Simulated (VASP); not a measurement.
Here is the system:

```xyz
2
Lattice="0.0000 2.7727 2.7727 2.7727 0.0000 2.7727 2.7727 2.7727 0.0000" Properties=species:S:1:pos:R:3 pbc="T T T"
Na     0.0000     0.0000     0.0000
Cl     2.7727     2.7727     2.7727
```

Calculation: revTPSS meta-GGA, VASP's PBE PAW potentials (set 64) (plane waves; VASP). Numerical set-up: 520 eV cut-off, 8×8×8 Γ-centred mesh, Gaussian smearing of 0.050 eV, potentials Na_pv Cl.

**Question.** Give the stress tensor in GPa (positive for a compressed cell).

**Answer.** 
```
1.71  0.00  0.00
0.00  1.71  0.00
0.00  0.00  1.71
```
The pressure is its mean diagonal, 1.71 GPa.

The compound is NaCl in the rock salt structure. This cell is one point of a volume scan, at 0.94 of the reference volume.
